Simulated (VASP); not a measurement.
Crystal: PmS.

```
Pm S
1.0
     0.00000    2.83868    2.83868
     2.83868    0.00000    2.83868
     2.83868    2.83868    0.00000
Pm S
1 1
Cartesian
  2.8387 2.8387 2.8387
  0.0000 0.0000 0.0000
```

The cell comes from a database or a generator and needn't be the stable form of this composition.

Base run:

```yaml
Program: VASP 6.6.1
Functional: LDA
Potentials_or_basis: VASP PAW PBE potentials, release 64 (Pm, S)
Cutoff: 520 eV
k_mesh: 6 × 6 × 6
Occupations: gaussian, width 0.05 eV
Spin: collinear spin, zero start
Starting_moments: "[0.0, 0.0] μB"
Hubbard_terms: Pm f U = 6 eV
```

Its results: band gap on the k mesh none (metal or under the smearing width); pressure -2.9 GPa; net moment 4.31 μB per cell; site moments Pm +4.16; S -0.04 μB.

The run is repeated on the same cell with these changes: spin from collinear spin, zero start to collinear spin, ferromagnetic start; moments at the start from [0.0, 0.0] to [4.0, 0.0]. What comes out?

Band gap on the k mesh none (metal or under the smearing width); pressure -0.2 GPa; net moment 4.69 μB per cell; site moments Pm +4.46; S -0.06 μB.

Caveats: the magnetic or orbital state may not be the lowest; the PAW data sets were made with another functional, which shifts forces and pressure a little; spin-orbit coupling is left out, which moves the levels of the heavy elements.

Not every run made on this cell is shown here.
